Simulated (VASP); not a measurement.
Computed with PBE0 hybrid, VASP's PBE PAW potentials (set 64) (plane waves; VASP).

Input for VASP

INCAR:
```
AEXX = 0.25
ALGO = Normal
EDIFF = 1E-6
ENCUT = 300
GGA = PE
HFRCUT = -1
ISIF = 2
ISMEAR = 0
ISYM = 3
LASPH = .TRUE.
LCHARG = .FALSE.
LHFCALC = .TRUE.
LREAL = .FALSE.
LWAVE = .FALSE.
NELM = 100
PREC = Accurate
PRECFOCK = Fast
SIGMA = 0.01
SYSTEM = Si
```

### KPOINTS
```
Automatic mesh
0
Gamma
2 2 2
0 0 0
```

**POSCAR**
```
Si
1
    0.0000000000     2.7218500000     2.7218500000
    2.7218500000     0.0000000000     2.7218500000
    2.7218500000     2.7218500000     0.0000000000
Si
2
Direct
  0.2500000000   0.2500000000   0.2500000000
  0.0000000000   0.0000000000   0.0000000000
```

POTCAR, in this order: Si (PBE.64 set). Program: vasp_std.

What VASP printed:

OSZICAR:
```
       N       E                     dE             d eps       ncg     rms          rms(c)
DAV:   1    -0.263167684520E+03   -0.26317E+03   -0.22769E+03    48   0.486E+02
DAV:   2    -0.273817849178E+03   -0.10650E+02   -0.97100E+01    80   0.623E+01
DAV:   3    -0.273957393201E+03   -0.13954E+00   -0.13955E+00    72   0.812E+00
DAV:   4    -0.273957602090E+03   -0.20889E-03   -0.20909E-03    64   0.254E-01
DAV:   5    -0.118511362937E+02    0.26211E+03   -0.21165E+00    48   0.101E+01    0.816E+00
DAV:   6    -0.113620991651E+02    0.48904E+00   -0.29545E-01    48   0.328E+00    0.548E+00
DAV:   7    -0.112071077952E+02    0.15499E+00   -0.15271E-01    48   0.231E+00    0.346E+00
DAV:   8    -0.111683213879E+02    0.38786E-01   -0.58135E-02    56   0.143E+00    0.204E+00
DAV:   9    -0.111604603633E+02    0.78610E-02   -0.17471E-02    48   0.812E-01    0.118E+00
DAV:  10    -0.111596849269E+02    0.77544E-03   -0.49601E-03    64   0.449E-01    0.658E-01
DAV:  11    -0.111601667326E+02   -0.48181E-03   -0.14559E-03    56   0.259E-01    0.369E-01
DAV:  12    -0.111606593673E+02   -0.49263E-03   -0.47189E-04    56   0.154E-01    0.204E-01
DAV:  13    -0.111609777013E+02   -0.31833E-03   -0.17589E-04    48   0.985E-02    0.113E-01
DAV:  14    -0.111611566523E+02   -0.17895E-03   -0.74743E-05    48   0.655E-02    0.625E-02
DAV:  15    -0.111612511659E+02   -0.94514E-04   -0.33608E-05    48   0.444E-02    0.347E-02
DAV:  16    -0.111612993279E+02   -0.48162E-04   -0.15669E-05    48   0.304E-02    0.198E-02
DAV:  17    -0.111613234242E+02   -0.24096E-04   -0.74523E-06    48   0.210E-02    0.118E-02
DAV:  18    -0.111613352745E+02   -0.11850E-04   -0.35701E-06    48   0.146E-02    0.735E-03
DAV:  19    -0.111613410826E+02   -0.58081E-05   -0.17175E-06    48   0.101E-02    0.477E-03
DAV:  20    -0.111613438863E+02   -0.28036E-05   -0.82678E-07    48   0.703E-03    0.320E-03
DAV:  21    -0.111613452469E+02   -0.13607E-05   -0.39293E-07    40   0.490E-03    0.216E-03
DAV:  22    -0.111613458928E+02   -0.64588E-06   -0.19946E-07    32   0.349E-03
   1 F= -.11161346E+02 E0= -.11161346E+02  d E =-.127800E-21
```

File OUTCAR:
```
------------------------ aborting loop because EDIFF is reached ----------------------------------------
  FORCE on cell =-STRESS in cart. coord.  units (eV):
  Direction    XX          YY          ZZ          XY          YZ          ZX
  --------------------------------------------------------------------------------------
  Total        1.5114016      1.5114016      1.5114016     -0.0000000      0.0000000      0.0000000
  in kB       60.0437639     60.0437639     60.0437639     -0.0000000      0.0000000      0.0000000
  external PRESSURE =      60.0437639 kB  Pullay stress =       0.0000000 kB
  volume of cell :       40.33
      direct lattice vectors                 reciprocal lattice vectors
     0.000000000  2.721850000  2.721850000    -0.183698587  0.183698587  0.183698587
     2.721850000  0.000000000  2.721850000     0.183698587 -0.183698587  0.183698587
     2.721850000  2.721850000  0.000000000     0.183698587  0.183698587 -0.183698587
 POSITION                                       TOTAL-FORCE (eV/Angst)
 -----------------------------------------------------------------------------------
      1.36092      1.36092      1.36092        -0.000000     -0.000000     -0.000000
      0.00000      0.00000      0.00000         0.000000      0.000000      0.000000
 -----------------------------------------------------------------------------------
    total drift:                               -0.000000     -0.000000     -0.000000
  FREE ENERGIE OF THE ION-ELECTRON SYSTEM (eV)
  ---------------------------------------------------
  free  energy   TOTEN  =       -11.1613458928 eV

  energy  without entropy=      -11.1613458928  energy(sigma->0) =      -11.16134589

  exchange ACFDT corr.  =         0.00000000  see jH, gK, PRB 81, 115126
```
(Selected blocks of OUTCAR.)

The structure comes from a computed database's Si entry; how it stands against other phases isn't given here. The cell was not relaxed at this level. The k-mesh is coarse (spacing up to 1.00 per Å, 2π included), so the numbers may not be converged in it. The run is one of a series of settings (AEXX = 0.25, HFRCUT = -1, ISYM = 3, LHFCALC = .TRUE., PRECFOCK = Fast, KPOINTS 2×2×2 Γ-centred mesh against the base run), some of them coarse on purpose.
